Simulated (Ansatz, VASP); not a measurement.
**Be3Pd2S in VASP and in Ansatz**

```
Be Pd S
1.0
     4.94096    0.00000    0.00000
    -2.47048    4.27900    0.00000
     0.00000    0.00000    3.70509
Be Pd S
3 2 1
Direct
  0.50000 0.00000 0.50000
  0.50000 0.50000 0.50000
  0.00000 0.50000 0.50000
  0.33333 0.66667 0.00000
  0.66667 0.33333 0.00000
  0.00000 0.00000 0.00000
```

Change from the starting cell: species swapped into the PrB2Ru3 type (P6/mmm, No. 191).

Alike in both runs: task relaxation of cell and atoms; functional PBE; k mesh 9 × 9 × 10; occupations gaussian, width 0.1 eV; no spin polarisation.

|  | VASP | Ansatz |
| --- | --- | --- |
| version | VASP 6.6.1 | Ansatz 0.2.0 |
| potentials or method | VASP PAW PBE potentials, release 64 (Be, Pd, S) | scalar-relativistic, plane waves, PAW |
| plane-wave cutoff (eV) | 600 | 420 |
| valence electrons in the cell | 32 | 48 |

|  | VASP | Ansatz | Ansatz less VASP |
| --- | --- | --- | --- |
| gap on the k mesh at the Fermi level, each at its own relaxed structure (eV) | none | none | - |
| relaxed volume (Å³/atom) | 12.97 | 12.97 | +0.002 |
| relaxed cell length with the largest relative difference (Å) | 3.770 | 3.770 | -0.0009 |
| energy change over the relaxation (meV/atom) | -3 | -3 | +0.2 |

A gap of «none» marks a metal or a gap that the smearing closes. The two sets of potentials don't hold the same shells in valence.
